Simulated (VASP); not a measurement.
All values below come from PBE GGA, VASP's PBE PAW potentials (set 64) (plane waves; VASP).

VASP ran on this input.

### POSCAR
```
CeO2
3.9019570
  0.0000000000   0.7071067159   0.7071067159
  0.7071067159   0.0000000000   0.7071067159
  0.7071067159   0.7071067159   0.0000000000
Ce O
1 2
direct
  0.0000000000   0.0000000000   0.0000000000
  0.2500000000   0.2500000000   0.2500000000
  0.7500000000   0.7500000000   0.7500000000
```

**KPOINTS**
```
Automatic
0
gamma
  6 6 6
0 0 0
```

**INCAR**
```
! general
SYSTEM  = CeO2
PREC    = Accurate
ENCUT   = 520
LREAL   = .False.
LASPH   = .True.
NBANDS  = 14

! electronic loop
EDIFF   = 1E-6
NELM    = 100
ALGO    = Normal
LMAXMIX = 6

! smearing
ISMEAR  = 0
SIGMA   = 0.05

! functional
GGA     = PE

! ions
ISIF    = 2

! output
LWAVE   = .False.
LCHARG  = .False.
```

POTCAR, in this order: Ce O (PBE.64 set). Program: vasp_std.

The resulting files:

### OSZICAR
```
       N       E                     dE             d eps       ncg     rms          rms(c)
DAV:   1     0.248436835379E+03    0.24844E+03   -0.11577E+04   448   0.226E+03
DAV:   2     0.400758892383E+02   -0.20836E+03   -0.20669E+03   672   0.340E+02
DAV:   3    -0.257729579252E+02   -0.65849E+02   -0.64066E+02   672   0.159E+02
DAV:   4    -0.315087832042E+02   -0.57358E+01   -0.57357E+01   602   0.585E+01
DAV:   5    -0.318299023839E+02   -0.32112E+00   -0.32110E+00   744   0.152E+01    0.269E+01
DAV:   6    -0.306358385664E+02    0.11941E+01   -0.10865E+02   614   0.670E+01    0.327E+01
DAV:   7    -0.284114051164E+02    0.22244E+01   -0.24101E+02   728   0.152E+02    0.191E+01
DAV:   8    -0.279543566634E+02    0.45705E+00   -0.50597E+00   536   0.265E+01    0.139E+01
DAV:   9    -0.263603508086E+02    0.15940E+01   -0.69385E+00   640   0.248E+01    0.241E+00
DAV:  10    -0.262939804753E+02    0.66370E-01   -0.35520E-01   844   0.586E+00    0.166E+00
DAV:  11    -0.262571878970E+02    0.36793E-01   -0.60540E-02   622   0.273E+00    0.143E+00
DAV:  12    -0.262128344090E+02    0.44353E-01   -0.20720E-01   740   0.494E+00    0.406E-01
DAV:  13    -0.262170584276E+02   -0.42240E-02   -0.94177E-02   716   0.306E+00    0.711E-01
DAV:  14    -0.262134152284E+02    0.36432E-02   -0.63972E-02   746   0.247E+00    0.338E-01
DAV:  15    -0.262132872769E+02    0.12795E-03   -0.58929E-03   706   0.791E-01    0.795E-02
DAV:  16    -0.262133043630E+02   -0.17086E-04   -0.34775E-03   658   0.648E-01    0.110E-01
DAV:  17    -0.262131777094E+02    0.12665E-03   -0.10103E-03   756   0.324E-01    0.144E-02
DAV:  18    -0.262131830373E+02   -0.53279E-05   -0.73038E-05   790   0.816E-02    0.157E-02
DAV:  19    -0.262131828549E+02    0.18241E-06   -0.38836E-06   556   0.169E-02
   1 F= -.26213183E+02 E0= -.26213183E+02  d E =-.146131E-12
```

File OUTCAR:
```
------------------------ aborting loop because EDIFF is reached ----------------------------------------
  FORCE on cell =-STRESS in cart. coord.  units (eV):
  Direction    XX          YY          ZZ          XY          YZ          ZX
  --------------------------------------------------------------------------------------
  Total       -1.2239897     -1.2239897     -1.2239897      0.0000000      0.0000000      0.0000000
  in kB      -46.6827074    -46.6827074    -46.6827074      0.0000000      0.0000000      0.0000000
  external PRESSURE =     -46.6827074 kB  Pullay stress =       0.0000000 kB
  volume of cell :       42.01
      direct lattice vectors                 reciprocal lattice vectors
     0.000000000  2.759100000  2.759100000    -0.181218513  0.181218513  0.181218513
     2.759100000  0.000000000  2.759100000     0.181218513 -0.181218513  0.181218513
     2.759100000  2.759100000  0.000000000     0.181218513  0.181218513 -0.181218513
 POSITION                                       TOTAL-FORCE (eV/Angst)
 -----------------------------------------------------------------------------------
      0.00000      0.00000      0.00000         0.000000     -0.000000     -0.000000
      1.37955      1.37955      1.37955        -0.000000     -0.000000     -0.000000
      4.13865      4.13865      4.13865         0.000000      0.000000      0.000000
 -----------------------------------------------------------------------------------
    total drift:                                0.000000     -0.000000      0.000000
  FREE ENERGIE OF THE ION-ELECTRON SYSTEM (eV)
  ---------------------------------------------------
  free  energy   TOTEN  =       -26.2131828549 eV

  energy  without entropy=      -26.2131828549  energy(sigma->0) =      -26.21318285
```
(Selected blocks of OUTCAR.)

The compound is CeO2 in the fluorite structure. The cell was not relaxed at this level. The run is one of a series of settings (NBANDS = 14 against the base run), some of them coarse on purpose. The run is not spin-polarised, so no magnetic state was tried.
